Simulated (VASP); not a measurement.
# CeCrGe (P6_3/mmc) in VASP: single point with PBE

Aim: the single point of CeCrGe with PBE.

Program: VASP 6.6.1. These are calculated values, not measurements. Logs are shortened: lines on timing, memory, paths and dates and some standing lists are left out, and cuts for length are marked.

### Step 1. The structure

Symmetry: P6_3/mmc, No. 194, hexagonal system. The conventional cell has a = 4.259 Å, b = 4.259 Å, c = 7.831 Å, α = 90.00°, β = 90.00°, γ = 120.00°. Ge (site symmetry -6m2) is surrounded by 3 Cr at 2.46 Å. Ce (site symmetry -3m) has 6 Ge at 3.14 Å and 6 Cr at 3.14 Å as nearest neighbours. Cr (site symmetry -6m2) is surrounded by 3 Ge at 2.46 Å.

The cell was built by a generator and needn't be a form met in nature.

### Step 2. Single point, PBE, collinear spin, typed start

Contents of INCAR:

```
  ALGO = Normal
  EDIFF = 1E-6
  ENCUT = 520
  GGA = PE
  ISIF = 2
  ISMEAR = -1
  ISPIN = 2
  LASPH = T
  LCHARG = F
  LMAXMIX = 6
  LORBIT = 11
  LREAL = F
  LWAVE = F
  MAGMOM = 0 0 4.84 4.84 -3 -3
  NBANDS = 51
  NELM = 150
  PREC = Accurate
  SIGMA = 0.1
```

Contents of KPOINTS:

```
k-points
0
Gamma
  6 6 3
```

Contents of POSCAR:

```
CeCrGe
1.0
    2.1296364000      3.6886375700      0.0000000000
   -2.1296364000      3.6886375700      0.0000000000
    0.0000000000      0.0000000000      7.8307852900
Ge Ce Cr
2 2 2
Direct
    0.3333000000      0.3334000000      0.2500000000
    0.6666000000      0.6667000000      0.7500000000
    0.0000000000      0.0000000000      0.0000000000
    0.0000000000      0.0000000000      0.5000000000
    0.3333000000      0.3334000000      0.7500000000
    0.6666000000      0.6667000000      0.2500000000
```

Potentials or basis: VASP PAW PBE potentials, release 64 (Ge_d, Ce, Cr_pv).

Started as:

```
> cat potpaw_PBE.64/Ge_d/POTCAR potpaw_PBE.64/Ce/POTCAR potpaw_PBE.64/Cr_pv/POTCAR > POTCAR
> mpirun -np 1 vasp_std > vasp.out
```

OUTCAR:

```text
EDIFF = 1E-6
   ENCUT = 520
   GGA = PE
   ISIF = 2
   ISMEAR = -1
   ISPIN = 2
   LASPH = T
   LORBIT = 11
   LREAL = F
   NELM = 150
   PREC = Accurate

 ion  position               nearest neighbor table
   1  0.333  0.333  0.250-   6 2.46   6 2.46   6 2.46
   2  0.667  0.667  0.750-   5 2.46   5 2.46   5 2.46
   3  0.000  0.000  0.000-   6 3.14   5 3.14   6 3.14   5 3.14   6 3.14   5 3.14
   4  0.000  0.000  0.500-   6 3.14   5 3.14   6 3.14   5 3.14   6 3.14   5 3.14
   5  0.333  0.333  0.750-   2 2.46   2 2.46   2 2.46   4 3.14   3 3.14   3 3.14   4 3.14   4 3.14
                             3 3.14
   6  0.667  0.667  0.250-   1 2.46   1 2.46   1 2.46   3 3.14   4 3.14   3 3.14   4 3.14   3 3.14
                             4 3.14

  LATTYP: Found a hexagonal cell.
 ALAT       =     4.2592720410
 C/A-ratio  =     1.8385266812

  Lattice vectors:

 A1 = (   2.1296364000,  -3.6886375700,   0.0000000000)
 A2 = (   2.1296364000,   3.6886375700,   0.0000000000)
 A3 = (   0.0000000000,   0.0000000000,   7.8307852900)

Analysis of symmetry for initial positions (statically):
=====================================================================
 Subroutine PRICEL returns:
 Original cell was already a primitive cell.

 Routine SETGRP: Setting up the symmetry group for a
 hexagonal supercell.

 Subroutine GETGRP returns: Found  4 space group operations
 (whereof  2 operations were pure point group operations)
 out of a pool of 24 trial point group operations.

The static configuration has the point symmetry C_2 .
 The point group associated with its full space group is C_2v.

Analysis of symmetry for dynamics (positions and initial velocities):
=====================================================================
 Subroutine PRICEL returns:
 Original cell was already a primitive cell.

 Routine SETGRP: Setting up the symmetry group for a
 hexagonal supercell.

 Subroutine GETGRP returns: Found  4 space group operations
 (whereof  2 operations were pure point group operations)
 out of a pool of 24 trial point group operations.

The dynamic configuration has the point symmetry C_2 .
 The point group associated with its full space group is C_2v.

Analysis of structural, dynamic, and magnetic symmetry:
=====================================================================
 Subroutine PRICEL returns:
 Original cell was already a primitive cell.

 Routine SETGRP: Setting up the symmetry group for a
 hexagonal supercell.

 Subroutine GETGRP returns: Found  4 space group operations
 (whereof  2 operations were pure point group operations)
 out of a pool of 24 trial point group operations.

The overall configuration has the point symmetry C_2 .
 The point group associated with its full space group is C_2v.

 Subroutine INISYM returns: Found  4 space group operations
 (whereof  2 operations are pure point group operations),
 and found     1 'primitive' translations

----------------------------------------------------------------------------------------

                                     Primitive cell

  volume of cell :     123.0288

  direct lattice vectors                    reciprocal lattice vectors
     2.129636400  3.688637570  0.000000000     0.234781862  0.135551404  0.000000000
    -2.129636400  3.688637570  0.000000000    -0.234781862  0.135551404  0.000000000
     0.000000000  0.000000000  7.830785290     0.000000000  0.000000000  0.127701113

  length of vectors
     4.259272041  4.259272041  7.830785290     0.271102759  0.271102759  0.127701113

  position of ions in fractional coordinates (direct lattice)
     0.333300000  0.333400000  0.250000000
     0.666600000  0.666700000  0.750000000
     0.000000000  0.000000000  0.000000000
     0.000000000  0.000000000  0.500000000
     0.333300000  0.333400000  0.750000000
     0.666600000  0.666700000  0.250000000

  ion indices of the primitive-cell ions
   primitive index   ion index
                 1           1
                 2           2
                 3           3
                 4           4
                 5           5
                 6           6

----------------------------------------------------------------------------------------

 KPOINTS: k-points

Automatic generation of k-mesh.
 Grid dimensions read from file:
 generate k-points for:    6    6    3

 Generating k-lattice:

  Cartesian coordinates                     Fractional coordinates (reciprocal lattice)
     0.039130310  0.022591901  0.000000000     0.166666667  0.000000000  0.000000000
    -0.039130310  0.022591901  0.000000000     0.000000000  0.166666667  0.000000000
     0.000000000  0.000000000  0.042567038     0.000000000  0.000000000  0.333333333

  Length of vectors
     0.045183793  0.045183793  0.042567038

  Shift w.r.t. Gamma in fractional coordinates (k-lattice)
     0.000000000  0.000000000  0.000000000

 Subroutine IBZKPT returns following result:
 ===========================================

 Found     26 irreducible k-points:

 Following reciprocal coordinates:
            Coordinates               Weight
  0.000000  0.000000  0.000000      1.000000
  0.166667 -0.000000  0.000000      4.000000
  0.166667  0.166667  0.000000      2.000000
  0.333333 -0.000000  0.000000      4.000000
  0.333333  0.333333  0.000000      2.000000
  0.500000  0.000000  0.000000      2.000000
[... 16 lines left out ...]
  0.500000  0.166667  0.333333      8.000000
  0.333333  0.500000  0.333333      8.000000
 [... further k-points ...]
   k-points           NKPTS =     26   k-points in BZ     NKDIM =     26   number of bands    NBANDS=     51
   number of dos      NEDOS =    301   number of ions     NIONS =      6
   total plane-waves  NPLWV =  61440
   dimension x,y,z NGX =    32 NGY =   32 NGZ =   60
   dimension x,y,z NGXF=    64 NGYF=   64 NGZF=  120
   ions per type =               2   2   2
   NGX,Y,Z   is equivalent  to a cutoff of  12.49, 12.49, 12.74 a.u.
   NGXF,Y,Z  is equivalent  to a cutoff of  24.98, 24.98, 25.48 a.u.
 SYSTEM =  unknown system
   PREC   = accura    normal or accurate (medium, high low for compatibility)
   ISTART =      0    job   : 0-new  1-cont  2-samecut
   ICHARG =      2    charge: 1-file 2-atom 10-const
   ISPIN  =      2    spin polarized calculation?
   LNONCOLLINEAR =      F non collinear calculations
   LSORBIT =      F    spin-orbit coupling
   LASPH  =      T    aspherical Exc in radial PAW
   ENCUT  =  520.0 eV  38.22 Ry    6.18 a.u.   7.92  7.92 14.56*2*pi/ulx,y,z
   NELM   =    150;   NELMIN=  2; NELMDL= -5     # of ELM steps
   EDIFF  = 0.1E-05   stopping-criterion for ELM
   LREAL  =      F    real-space projection
   EDIFFG = 0.1E-04   stopping-criterion for IOM
   NSW    =      0    number of steps for IOM
   IBRION =     -1    ionic relax: 0-MD 1-quasi-New 2-CG
   NFREE  =      0    steps in history (QN), initial steepest desc. (CG)
   ISIF   =      2    stress and relaxation
   ISYM   =      2    0-nonsym 1-usesym 2-fastsym
   POTIM  = 0.5000    time-step for ionic-motion
   TEBEG  =    0.0;   TEEND  =   0.0 temperature during run
   PSTRESS=    0.0 pullay stress
   NELECT =      76.0000    total number of electrons
   NUPDOWN=      -1.0000    fix difference up-down
   EMIN   =  10.00;   EMAX   =-10.00  energy-range for DOS
   EFERMI =   0.00;   METHOD = LEGACY
   ISMEAR =    -1;   SIGMA  =   0.10  broadening in eV -4-tet -1-fermi 0-gaus
   EFERMI_NEDOS =   21; number of points for ismear=-14 and -15
   IALGO  =     38    algorithm
   IMIX   =      4    mixing-type and parameters
     AMIX     =   0.40;   BMIX     =  1.00
     AMIX_MAG =   1.60;   BMIX_MAG =  1.00
  volume/ion in A,a.u.               =      20.50       138.37
  Fermi-wavevector in a.u.,A,eV,Ry     =   1.394260  2.634769 26.449195  1.943961
  Thomas-Fermi vector in A             =   2.517826
   LORBIT       =     11    0 simple, 1 ext, 2 COOP (PROOUT), +10 PAW based schemes
   GGA     = PE    functional components
   LHFCALC =     F    Hartree Fock is set to
   AEXX    =    0.0000 exact exchange contribution
   IVDW    =     0    specifies the selected vdW correction
   LEPSILON=     F    determine dielectric tensor
   LRPA    =     F    only Hartree local field effects (RPA)
 spin polarized calculation
  energy-cutoff  :      520.00
  volume of cell :      123.03
 maximum number of plane-waves:      3339
   NGX = 15   NGY = 15   NGZ = 29

 number of electron      76.0000008 magnetization       1.6066258

 number of electron      76.0000007 magnetization      -6.6247016

 Free energy of the ion-electron system (eV)
  ---------------------------------------------------
  ext. energy  EPLUGINS =         0.00000000
  ---------------------------------------------------
  free energy    TOTEN  =       -41.21728395 eV

  energy without entropy =      -40.81470218  energy(sigma->0) =      -41.01599306

 E-fermi :   7.8800     XC(G=0): -11.3039

 val. band max:        7.8780191856   @ k =   0.5000   0.0000   0.3333
 cond. band min:       7.8909466007   @ k =   0.0000   0.0000   0.3333
 fundamental gap:      0.0129274151
 Fermi energy:         7.8800025513

 spin component 1

 k-point     1 :       0.0000    0.0000    0.0000
  band No.  band energies     occupation
      1     -33.2517      1.00000
      2     -33.2516      1.00000
      3     -33.2516      1.00000
      4     -33.2515      1.00000
      5     -33.1872      1.00000
      6     -33.1850      1.00000
[... 42 lines left out ...]
     49       8.7834      0.00012
     50       8.7834      0.00012

 k-point     2 :       0.1667   -0.0000    0.0000
  band No.  band energies     occupation
      1     -33.2526      1.00000
      2     -33.2524      1.00000
      3     -33.2518      1.00000
      4     -33.2517      1.00000
      5     -33.1869      1.00000
      6     -33.1850      1.00000
[... 1158 lines left out ...]
 k-point    24 :       0.3333    0.5000    0.3333
  band No.  band energies     occupation
      1     -33.2550      1.00000
      2     -33.2547      1.00000
      3     -33.2526      1.00000
      4     -33.2524      1.00000
      5     -33.1854      1.00000
      6     -33.1852      1.00000
[... 42 lines left out ...]
     49       8.7748      0.00013
     50       8.8124      0.00009

 [... further k-points ...]

 spin component 2

 k-point     1 :       0.0000    0.0000    0.0000
  band No.  band energies     occupation
      1     -36.0989      1.00000
      2     -36.0975      1.00000
      3     -36.0338      1.00000
      4     -36.0337      1.00000
      5     -36.0337      1.00000
      6     -36.0337      1.00000
[... 42 lines left out ...]
     49       8.5572      0.00114
     50       8.5923      0.00081

 k-point     2 :       0.1667   -0.0000    0.0000
  band No.  band energies     occupation
      1     -36.0987      1.00000
      2     -36.0975      1.00000
      3     -36.0345      1.00000
      4     -36.0343      1.00000
      5     -36.0339      1.00000
      6     -36.0337      1.00000
[... 1158 lines left out ...]
 k-point    24 :       0.3333    0.5000    0.3333
  band No.  band energies     occupation
      1     -36.0978      1.00000
      2     -36.0976      1.00000
      3     -36.0361      1.00000
      4     -36.0360      1.00000
      5     -36.0345      1.00000
      6     -36.0344      1.00000
[... 42 lines left out ...]
     49       8.4410      0.00365
     50       8.4534      0.00322

 [... further k-points ...]

 [bands above 50 left out]

------------------------ aborting loop because EDIFF is reached ----------------------------------------

  FORCE on cell =-STRESS in cart. coord.  units (eV):
  Direction    XX          YY          ZZ          XY          YZ          ZX
  --------------------------------------------------------------------------------------
  -------------------------------------------------------------------------------------
  Total        5.2968279      5.3051104      0.2267924      0.0000000      0.0000000      0.0000000
  in kB       68.9794432     69.0873045      2.9534688      0.0000000      0.0000000      0.0000000
  external PRESSURE =      47.0067389 kB  Pullay stress =       0.0000000 kB

 VOLUME and BASIS-vectors are now :
 -----------------------------------------------------------------------------
  energy-cutoff  :      520.00
  volume of cell :      123.03
      direct lattice vectors                 reciprocal lattice vectors
     2.129636400  3.688637570  0.000000000     0.234781862  0.135551404  0.000000000
    -2.129636400  3.688637570  0.000000000    -0.234781862  0.135551404  0.000000000
     0.000000000  0.000000000  7.830785290     0.000000000  0.000000000  0.127701113

 POSITION                                       TOTAL-FORCE (eV/Angst)
 -----------------------------------------------------------------------------------
     -0.00021      2.45921      1.95770         0.000706     -0.002318      0.000000
     -0.00021      4.91806      5.87309         0.000706      0.002318      0.000000
      0.00000      0.00000      0.00000        -0.001067     -0.000000      0.000000
      0.00000      0.00000      3.91539        -0.001067     -0.000000      0.000000
     -0.00021      2.45921      5.87309         0.000360     -0.002022      0.000000
     -0.00021      4.91806      1.95770         0.000360      0.002022      0.000000
 -----------------------------------------------------------------------------------
    total drift:                               -0.000036      0.000000     -0.000000

  FREE ENERGIE OF THE ION-ELECTRON SYSTEM (eV)
  ---------------------------------------------------
  free  energy   TOTEN  =       -41.2172839483 eV

  energy  without entropy=      -40.8147021771  energy(sigma->0) =      -41.01599306

 total charge

# of ion       s       p       d       f       tot
--------------------------------------------------
    1        1.138   1.366  10.020   0.000  12.524
    2        1.138   1.366  10.020   0.000  12.524
    3        2.043   5.692   0.934   0.994   9.662
    4        2.043   5.692   0.934   0.994   9.662
    5        0.365   6.243   4.165   0.000  10.773
    6        0.365   6.243   4.165   0.000  10.773
--------------------------------------------------
tot          7.092  26.601  30.239   1.988  65.919

 magnetization (x)

# of ion       s       p       d       f       tot
--------------------------------------------------
    1        0.010   0.078  -0.023   0.000   0.065
    2        0.010   0.078  -0.023   0.000   0.065
    3       -0.002  -0.014  -0.004  -0.141  -0.160
    4       -0.002  -0.014  -0.004  -0.141  -0.160
    5       -0.045  -0.064  -2.802   0.000  -2.911
    6       -0.045  -0.064  -2.802   0.000  -2.911
--------------------------------------------------
tot         -0.072  -0.000  -5.656  -0.281  -6.009
```

It took 6.9 min on 1 thread of Intel Xeon 6975P-C (Granite Rapids), shared host; peak memory 0.47 GiB.

Results:

- Free energy: -41.2173 eV
- Pressure: 4.7 GPa
- Band gap on the k mesh: none (metal or under the smearing width)
- Net moment: -6.62 μB per cell
- Site moments: Ge +0.07; Ce -0.16; Cr -2.91 μB
- Valence electrons inside the program's atomic spheres: Ge 12.52; Ce 9.66; Cr 10.77

Forces on the atoms (eV/Å):
```
Ge   0.001 -0.002  0.000
Ge   0.001  0.002  0.000
Ce  -0.001  0.000  0.000
Ce  -0.001  0.000  0.000
Cr   0.000 -0.002  0.000
Cr   0.000  0.002  0.000
```

Stress tensor (GPa, compression positive):
```
6.90 0.00 0.00
0.00 6.91 0.00
0.00 0.00 0.30
```

Levels at points of the mesh, in eV from the Fermi level:
Spin up:
```
           k point  band 32  band 33  band 34  band 35  band 36  band 37
(0.00, 0.00, 0.00)    -1.62    -0.40    -0.40    -0.33     0.14     0.29
(0.50, 0.00, 0.00)    -1.21    -1.07     0.05     0.25     0.31     0.35
(0.50, 0.50, 0.00)    -1.21    -1.07     0.05     0.25     0.31     0.35
```
Spin down:
| k point | band 39 | band 40 | band 41 | band 42 | band 43 | band 44 |
| --- | --- | --- | --- | --- | --- | --- |
| (0.00, 0.00, 0.00) | -0.15 | -0.15 | 0.11 | 0.11 | 0.21 | 0.35 |
| (0.50, 0.00, 0.00) | -1.07 | -0.42 | -0.38 | -0.05 | 0.43 | 0.45 |
| (0.50, 0.50, 0.00) | -1.07 | -0.42 | -0.38 | -0.05 | 0.43 | 0.45 |

Caveat: the magnetic or orbital state may not be the lowest; spin-orbit coupling is left out, which moves the levels of the heavy elements; without U or exact exchange the open f shell lies at the Fermi level, which spoils levels, moments and volumes.
